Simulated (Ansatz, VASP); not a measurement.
**AlC: VASP beside Ansatz**

```
CELL_PARAMETERS angstrom
0.00000 2.13652 2.13652
2.13652 0.00000 2.13652
2.13652 2.13652 0.00000
ATOMIC_POSITIONS crystal
Al 0.00000 0.00000 0.00000
C 0.50000 0.50000 0.50000
```

Change from the starting cell: species swapped into the TbP type (Fm-3m, No. 225).

Alike in both runs: functional PBE; k mesh 6 × 6 × 6; occupations gaussian, width 0.1 eV; no spin polarisation.

Ansatz relaxed the structure, and its values are those at the end. VASP's run is a single point on that final structure, the one shown.

|  | VASP | Ansatz |
| --- | --- | --- |
| version | VASP 6.6.1 | Ansatz 0.2.0 |
| potentials or method | VASP PAW PBE potentials, release 64 (Al, C) | scalar-relativistic, plane waves, PAW |
| plane-wave cutoff (eV) | 520 | 420 |
| valence electrons in the cell | 7 | 7 |

Ansatz gave:

```
gap on the k mesh at the Fermi level (eV) : none
pressure (GPa)                            : -0.1
```

**Question.** Which values does VASP return?

**Answer.** gap on the k mesh at the Fermi level (eV): none; pressure (GPa): -0.2.

A gap of «none» marks a metal or a gap that the smearing closes. With one functional, cell and mesh, what is left measures potentials, basis and numerics.

Caveats: the k mesh is coarse (spacing up to 0.42 Å⁻¹), so the values aren't converged.
